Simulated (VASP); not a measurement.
Method: PBEsol GGA, VASP's PBE PAW potentials (set 64) (plane waves; VASP 6.6.1).

VASP input:

### KPOINTS
```
Automatic mesh
0
Gamma
6 6 3
0 0 0
```

**POSCAR**
```
MgI2
1
    2.0208090709    -3.5001435734     0.0000000000
    2.0208090709     3.5001435734    -0.0000000000
    0.0000000000     0.0000000000     6.8699649678
Mg I
1 2
Direct
  0.0000000000   0.0000000000   0.0000000000
  0.3333330000   0.6666670000   0.2383892088
  0.6666670000   0.3333330000   0.7616107912
```

**INCAR**
```
# general
SYSTEM   =  MgI2
PREC     =  Accurate
ENCUT    =  520
LREAL    =  F
LASPH    =  T

# electronic loop
EDIFF    =  1E-7
NELM     =  100
ALGO     =  Normal
LMAXMIX  =  4

# smearing
ISMEAR   =  0
SIGMA    =  0.05

# functional
GGA      =  PS

# ions
IBRION   =  2
NSW      =  30
ISIF     =  4
EDIFFG   =  -0.01

# output
LWAVE    =  F
LCHARG   =  F
```

POTCAR, in this order: Mg I (PBE.64 set). Program: vasp_std.

Without a dispersion term in the relaxation, distances and binding between the weakly bound layers, chains or molecules are unreliable, and so is what depends on them.

Task: What does the run give for the energy per atom (σ→0)?

Result: 
energy per atom (σ→0): -2.802 eV/atom

File OSZICAR:
```
...
   6 F= -.84064348E+01 E0= -.84064348E+01  d E =-.370462E-02
       N       E                     dE             d eps       ncg     rms          rms(c)
DAV:   1    -0.840644462778E+01   -0.98831E-05   -0.24970E-03   408   0.295E-01    0.214E-02
DAV:   2    -0.840645243972E+01   -0.78119E-05   -0.97110E-05   476   0.690E-02    0.849E-03
DAV:   3    -0.840645194999E+01    0.48973E-06   -0.11920E-06   484   0.975E-03    0.659E-03
DAV:   4    -0.840645155356E+01    0.39642E-06   -0.59953E-07   448   0.517E-03    0.289E-03
DAV:   5    -0.840645149582E+01    0.57738E-07   -0.10081E-07   224   0.207E-03
   7 F= -.84064515E+01 E0= -.84064515E+01  d E =-.167418E-04
```

The compound is MgI2 in the 1T layered structure. This cell is one point of a volume scan, at 0.94 of the reference volume. Symmetry was kept, so distortions that lower it aren't found.
